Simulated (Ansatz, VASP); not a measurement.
# KIrO3: VASP beside Ansatz

Aim: how closely do two programs agree when they are given the same cell, functional and k mesh? The cell is generated by rule, not measured, and may not be a known phase. The two relaxations start from unlike cells of this crystal (the structure described is Ansatz's start), so only their ends are compared.

Calculated with Ansatz 0.2.0; plane waves, with VASP 6.6.1 beside it; relaxation of cell and atoms at LDA.

The structure was built from a prototype and need not be the compound's stable phase.

## 1. Set-up

Symmetry: Pm-3m, No. 221, cubic system. Conventional cell: a = 4.109 Å, b = 4.109 Å, c = 4.109 Å, α = 90.00°, β = 90.00°, γ = 90.00°. Nearest to K lie 12 O at 2.91 Å. Ir has 6 O at 2.05 Å nearest. Nearest to O lie 2 Ir at 2.05 Å and 4 K at 2.91 Å. Farther neighbours and most contacts between anions are not listed.

Structure file:

```cif
data_structure
_symmetry_space_group_name_H-M 'P 1'
_symmetry_Int_Tables_number 1
_cell_length_a 4.1085
_cell_length_b 4.1085
_cell_length_c 4.1085
_cell_angle_alpha 90.000
_cell_angle_beta 90.000
_cell_angle_gamma 90.000
_cell_volume 69.35
loop_
_atom_site_label
_atom_site_type_symbol
_atom_site_fract_x
_atom_site_fract_y
_atom_site_fract_z
_atom_site_occupancy
K1 K 0.00000 0.00000 0.00000 1
Ir2 Ir 0.50000 0.50000 0.50000 1
O3 O 0.50000 0.50000 0.00000 1
O4 O 0.50000 0.00000 0.50000 1
O5 O 0.00000 0.50000 0.50000 1
```

## 2. VASP: relaxation of cell and atoms, LDA

The relaxed volume is the usual yardstick between codes: in a stiff, nearly cubic crystal its relative difference is about their pressure difference at one cell divided by the bulk modulus.

Lines of VASP's logs that name or quote its potential files are left out, and so is its time.

File INCAR:

```
SYSTEM = KIrO3
PREC = Accurate
ENCUT = 600
EDIFF = 1E-07
NELM = 120
ISMEAR = -1
SIGMA = 0.02
LREAL = .FALSE.
ALGO = Normal
GGA = CA
NBANDS = 24
LASPH = .TRUE.
LORBIT = 11
LWAVE = .FALSE.
LCHARG = .FALSE.
ISIF = 3
IBRION = 2
NSW = 80
EDIFFG = -0.005
GGA_COMPAT = .FALSE.
NELMIN = 4
KPAR = 2
```

File POSCAR:

```
KIrO3
1.0
    3.8688561694      0.0000000000      0.0000000000
    0.0000000000      3.8688561694      0.0000000000
    0.0000000000      0.0000000000      3.8688561694
K Ir O
1 1 3
Direct
    0.0000000000      0.0000000000      0.0000000000
    0.5000000000      0.5000000000      0.5000000000
    0.5000000000      0.5000000000      0.0000000000
    0.5000000000      0.0000000000      0.5000000000
    0.0000000000      0.5000000000      0.5000000000
```

File KPOINTS:

```
Automatic mesh
0
Gamma
6 6 6
0 0 0
```

The projector-augmented-wave data sets are K_sv, Ir and O (LDA family, release 64).

Started as:

```sh
$ mpirun -np 2 vasp_std
```

Numbers of over 12 decimals in the logs are rounded to 6 here.

Log:

```text
[banner, memory and clock lines left out]
running    2 mpi-ranks, on    1 nodes
 distrk:  each k-point on    1 cores,    2 groups
 distr:  one band on    1 cores,    1 groups

 POSCAR found type information on POSCAR K IrO
 POSCAR found :  3 types and       5 ions
 LDA part: xc-table for (Slater(with rela. corr.)+CA(PZ))
 , standard interpolation
 POSCAR, INCAR and KPOINTS ok, starting setup
 FFT: planning ... GRIDC
 FFT: planning ... GRID_SOFT
 FFT: planning ... GRID
 WAVECAR not read
 entering main loop
       N       E                     dE             d eps       ncg     rms          rms(c)
DAV:   1     0.384698200007E+03    0.38470E+03   -0.20442E+04   960   0.171E+03
DAV:   2    -0.400441360861E+01   -0.38870E+03   -0.37056E+03   992   0.448E+02
DAV:   3    -0.412692351518E+02   -0.37265E+02   -0.36413E+02  1360   0.135E+02
DAV:   4    -0.423893923426E+02   -0.11202E+01   -0.11172E+01  1536   0.239E+01
DAV:   5    -0.424173308757E+02   -0.27939E-01   -0.27931E-01  1368   0.280E+00    0.447E+01
DAV:   6    -0.346056473311E+02    0.78117E+01   -0.34766E+01  1344   0.581E+01    0.208E+01
DAV:   7    -0.338321101240E+02    0.77354E+00   -0.49992E+00  1352   0.274E+01    0.126E+01
DAV:   8    -0.336759410244E+02    0.15617E+00   -0.55115E-01  1520   0.942E+00    0.212E+00
DAV:   9    -0.336687835931E+02    0.71574E-02   -0.24530E-02  1320   0.176E+00    0.593E-01
DAV:  10    -0.336663718314E+02    0.24118E-02   -0.99216E-03  1360   0.119E+00    0.211E-01
DAV:  11    -0.336662821158E+02    0.89716E-04   -0.97634E-04  1448   0.346E-01    0.533E-02
DAV:  12    -0.336662589001E+02    0.23216E-04   -0.70454E-05  1296   0.658E-02    0.329E-02
DAV:  13    -0.336662550795E+02    0.38207E-05   -0.18719E-05  1344   0.405E-02    0.577E-03
DAV:  14    -0.336662550327E+02    0.46763E-07   -0.12123E-06  1384   0.124E-02    0.119E-03
DAV:  15    -0.336662550378E+02   -0.51409E-08   -0.85226E-08   776   0.263E-03
   1 F= -.33666255E+02 E0= -.33662918E+02  d E =-.336663E+02
 curvature:   0.00 expect dE= 0.000E+00 dE for cont linesearch  0.000E+00
 trial: gam= 0.00000 g(F)=  0.000E+00 g(S)=  0.251E-04 ort = 0.000E+00 (trialstep = 0.100E+01)
 search vector abs. value=  0.251E-04
 bond charge predicted
       N       E                     dE             d eps       ncg     rms          rms(c)
DAV:   1    -0.336663995933E+02   -0.14456E-03   -0.42473E-03  1192   0.635E-01    0.111E-01
DAV:   2    -0.336662721961E+02    0.12740E-03   -0.34882E-04  1176   0.145E-01    0.595E-02
DAV:   3    -0.336662520186E+02    0.20178E-04   -0.64746E-05  1320   0.863E-02    0.254E-02
DAV:   4    -0.336662515561E+02    0.46253E-06   -0.70381E-06  1576   0.263E-02    0.135E-02
DAV:   5    -0.336662515814E+02   -0.25274E-07   -0.11591E-06  1632   0.819E-03    0.435E-03
DAV:   6    -0.336662516418E+02   -0.60473E-07   -0.21176E-07  1128   0.302E-03
   2 F= -.33666252E+02 E0= -.33662917E+02  d E =0.339600E-05
 trial-energy change:    0.000003  1 .order    0.000003   -0.000025    0.000032
 step:   0.4399(harm=  0.4399)  dis= 0.00000  next Energy=   -33.666261 (dE=-0.552E-05)
 bond charge predicted
       N       E                     dE             d eps       ncg     rms          rms(c)
DAV:   1    -0.336663071038E+02   -0.55522E-04   -0.13347E-03  1184   0.356E-01    0.621E-02
DAV:   2    -0.336662670047E+02    0.40099E-04   -0.10946E-04  1160   0.811E-02    0.333E-02
DAV:   3    -0.336662605930E+02    0.64117E-05   -0.20338E-05  1288   0.484E-02    0.141E-02
DAV:   4    -0.336662604370E+02    0.15607E-06   -0.22765E-06  1584   0.148E-02    0.754E-03
DAV:   5    -0.336662604412E+02   -0.42892E-08   -0.35688E-07  1464   0.458E-03
   3 F= -.33666260E+02 E0= -.33662925E+02  d E =-.540341E-05
 curvature:  -0.22 expect dE=-0.174E-07 dE for cont linesearch -0.174E-07
 trial: gam= 0.00000 g(F)=  0.130E-67 g(S)=  0.792E-07 ort =-0.141E-05 (trialstep = 0.888E+00)
 search vector abs. value=  0.793E-07
 reached required accuracy - stopping structural energy minimisation
```

From OUTCAR (step 2):

```text
ion  position               nearest neighbor table
   1  0.000  0.000  0.000-   3 2.74   4 2.74   5 2.74   4 2.74   5 2.74   3 2.74   5 2.74   5 2.74
                             3 2.74   4 2.74   4 2.74   3 2.74   2 3.35   2 3.35   2 3.35   2 3.35
   2  0.500  0.500  0.500-   3 1.93   4 1.93   5 1.93   3 1.93   4 1.93   5 1.93   1 3.35   1 3.35
                             1 3.35   1 3.35   1 3.35   1 3.35   1 3.35   1 3.35
   3  0.500  0.500  0.000-   2 1.93   2 1.93   1 2.74   1 2.74   1 2.74   1 2.74
   4  0.500  0.000  0.500-   2 1.93   2 1.93   1 2.74   1 2.74   1 2.74   1 2.74
   5  0.000  0.500  0.500-   2 1.93   2 1.93   1 2.74   1 2.74   1 2.74   1 2.74

  LATTYP: Found a simple cubic cell.
 ALAT       =     3.8688561694

 Subroutine GETGRP returns: Found 48 space group operations
 (whereof 48 operations were pure point group operations)

The static configuration has the point symmetry O_h .

 Found     20 irreducible k-points:

   k-points           NKPTS =     20   k-points in BZ     NKDIM =     20   number of bands    NBANDS=     24

   dimension x,y,z NGX =    32 NGY =   32 NGZ =   32
   dimension x,y,z NGXF=    64 NGYF=   64 NGZF=   64

   ENCUT  =  600.0 eV  44.10 Ry    6.64 a.u.   7.73  7.73  7.73*2*pi/ulx,y,z

   NELECT =      36.0000    total number of electrons

 k-points in reciprocal lattice and weights: Automatic mesh
   0.00000000  0.00000000  0.00000000       0.005
   0.16666667  0.00000000  0.00000000       0.028
   0.33333333  0.00000000  0.00000000       0.028
   0.50000000  0.00000000  0.00000000       0.014
   0.16666667  0.16666667  0.00000000       0.056
   0.33333333  0.16666667  0.00000000       0.111
   0.50000000  0.16666667  0.00000000       0.056
   0.33333333  0.33333333  0.00000000       0.056
   0.50000000  0.33333333  0.00000000       0.056
[...]
0.50000000  0.50000000  0.33333333       0.028
   0.50000000  0.50000000  0.50000000       0.005

 average (electrostatic) potential at core
       1 -30.7372       2 -56.7095       3 -72.4837       4 -72.4837       5 -72.4837

 E-fermi :   4.1799

 k-point     1 :       0.0000    0.0000    0.0000
  band No.  band energies     occupation
    ...
     17       1.7038      2.00000
     18       1.7038      2.00000
     19       1.7038      2.00000
     20       3.7616      2.00000
     21       3.7616      2.00000
     22       9.5868      0.00000
     23      10.7022      0.00000
     24      10.7022      0.00000

 k-point     2 :       0.1667    0.0000    0.0000
  band No.  band energies     occupation
    ...
     16       1.5223      2.00000
     17       1.5223      2.00000
     18       2.4971      2.00000
     19       2.4971      2.00000
     20       3.7645      2.00000
     21       5.2447      0.00000
     22      10.2013      0.00000
     23      11.0894      0.00000
     24      11.1140      0.00000

 k-point     3 :       0.3333    0.0000    0.0000
  band No.  band energies     occupation
    ...
     16       1.4317      2.00000
     17       1.4317      2.00000
     18       3.7296      2.00000
     19       3.7296      2.00000
     20       3.7697      2.00000
     21       6.6473      0.00000
     22      11.5751      0.00000
     23      11.9003      0.00000
     24      12.2648      0.00000

  Total       -0.0016542     -0.0016542     -0.0016542     -0.0000000      0.0000000     -0.0000000
  in kB       -0.0457492     -0.0457492     -0.0457492     -0.0000000      0.0000000     -0.0000000
  external PRESSURE =      -0.0457492 kB  Pullay stress =       0.0000000 kB

  energy-cutoff  :      600.00
  volume of cell :       57.93
      direct lattice vectors                 reciprocal lattice vectors
     3.869339774  0.000000000  0.000000000     0.258442023  0.000000000  0.000000000
     0.000000000  3.869339774  0.000000000    -0.000000000  0.258442023  0.000000000
    -0.000000000 -0.000000000  3.869339774    -0.000000000  0.000000000  0.258442023

 POSITION                                       TOTAL-FORCE (eV/Angst)
 -----------------------------------------------------------------------------------
      0.00000      0.00000      0.00000         0.000000      0.000000      0.000000
      1.93467      1.93467      1.93467         0.000000      0.000000      0.000000
      1.93467      1.93467      0.00000         0.000000      0.000000      0.000000
      1.93467      0.00000      1.93467        -0.000000     -0.000000      0.000000
     -0.00000      1.93467      1.93467        -0.000000     -0.000000      0.000000
 -----------------------------------------------------------------------------------
    total drift:                                0.000000     -0.000000     -0.000000

  FREE ENERGIE OF THE ION-ELECTRON SYSTEM (eV)
  ---------------------------------------------------
  free  energy   TOTEN  =       -33.6662604412 eV

  energy  without entropy=      -33.6595892807  energy(sigma->0) =      -33.66292486

 reached required accuracy - stopping structural energy minimisation

 total charge
# of ion       s       p       d       tot
------------------------------------------
    1        1.961   5.584   0.059   7.603
    2        0.645   0.973   6.784   8.402
    3        1.540   3.455   0.000   4.995
    4        1.540   3.455   0.000   4.995
    5        1.540   3.455   0.000   4.995
--------------------------------------------------
tot          7.225  16.922   6.843  30.990

[... 3 further parts left out ...]
```

This run has no spin polarisation, so a moment on Ir, if there is one, isn't seen. The k-mesh is coarse for a metal.

[end of part 1 of 2]

[Lines on the potential files, build, host, timing and source positions are cut from VASP's logs without a mark.]

[Logs are printed without paths, hosts, clocks, repeated set-up lines and the standing remarks that a program may print on its own settings, such as how far it seeks lower states.]

[Hosts, paths, dates, database ids (printed as entryN), source tags and the programs' standing remarks are cut or masked in the printed files.]
